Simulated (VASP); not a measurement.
Calculation: LDA (Ceperley-Alder, Perdew-Zunger), VASP's LDA PAW potentials (set 64) (plane waves; VASP).

The input files of a VASP run:

POSCAR:
```
LaMg2
1
    0.0000000000     4.4050000000     4.4050000000
    4.4050000000     0.0000000000     4.4050000000
    4.4050000000     4.4050000000     0.0000000000
La Mg
2 4
Direct
  0.7500000000   0.7500000000   0.7500000000
  0.5000000000   0.5000000000   0.5000000000
  0.1250000000   0.1250000000   0.1250000000
  0.6250000000   0.1250000000   0.1250000000
  0.1250000000   0.1250000000   0.6250000000
  0.1250000000   0.6250000000   0.1250000000
```

INCAR:
```
! general
SYSTEM   =  LaMg2
PREC     =  Accurate
ENCUT    =  300
LREAL    =  .False.
LASPH    =  .True.   ! aspherical one-centre terms

! electronic loop
EDIFF    =  1E-6   ! SCF stop (eV)
NELM     =  100   ! most electronic steps
ALGO     =  Normal
LMAXMIX  =  6   ! l cut-off of mixed one-centre charges

! smearing
ISMEAR   =  0   ! Gaussian
SIGMA    =  0.05

! ions
ISIF     =  2

! output
LWAVE    =  .False.
LCHARG   =  .False.
```

File KPOINTS:
```
Automatic mesh
0
Gamma
7 7 7
0 0 0
```

POTCAR, in this order: La Mg (LDA.64 set). Program: vasp_std.

### Question
What will the output report for the number of irreducible k-points (NKPTS), largest plane-wave count, number of space-group operations, FFT grid (NGX, NGY, NGZ)?

### Answer

```yaml
number of irreducible k-points (NKPTS): 20
largest_plane_wave_count: 2026
number_of_space_group_operations: 48
FFT grid (NGX, NGY, NGZ): 36 × 36 × 36
```

The structure comes from a measured LaMg2 entry of the Crystallography Open Database, whose conditions weren't checked. The cell was not relaxed at this level.
